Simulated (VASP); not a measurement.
```
Si
1.0
    0.00000     2.67491     2.67491
    2.67491     0.00000     2.67491
    2.67491     2.67491     0.00000
Si
2
Direct
  0.00000   0.00000   0.00000
  0.25000   0.25000   0.25000
```

All values below come from PBEsol GGA, VASP's PBE PAW potentials (set 64) (plane waves; VASP). Numerical set-up: 500 eV cut-off, 9×9×9 Γ-centred mesh, Gaussian smearing of 0.050 eV, potentials Si.

Energy and stress use the plane-wave basis of the starting cell.

**Question.** The ions, cell shape and volume at an external pressure of 10.0 GPa are relaxed. Which structure does the run end with?

**Answer.** 
```
Si
1.0
    0.00000     2.63914     2.63914
    2.63914     0.00000     2.63914
    2.63914     2.63914     0.00000
Si
2
Direct
  0.00000   0.00000   0.00000
  0.25000   0.25000   0.25000
```
Space group Fd-3m (227), at a tolerance of 0.03 Å.

**Question.** How do energy and volume change from the first to the last step?

**Answer.** The energy (σ→0) changes by +34.8 meV/atom and the volume by -4.0 %, in 3 ionic steps.

```csv
step,E(σ→0) (eV),max force (eV/Å),pressure (GPa),volume (Å³)
1,-11.4637,0.000,4.96,38.28
2,-11.2508,0.000,16.96,35.04
3,-11.3940,0.000,9.95,36.76
```

The compound is Si in the diamond structure. This run relaxes it under an external pressure of 10 GPa. Symmetry was kept, so distortions that lower it aren't found.
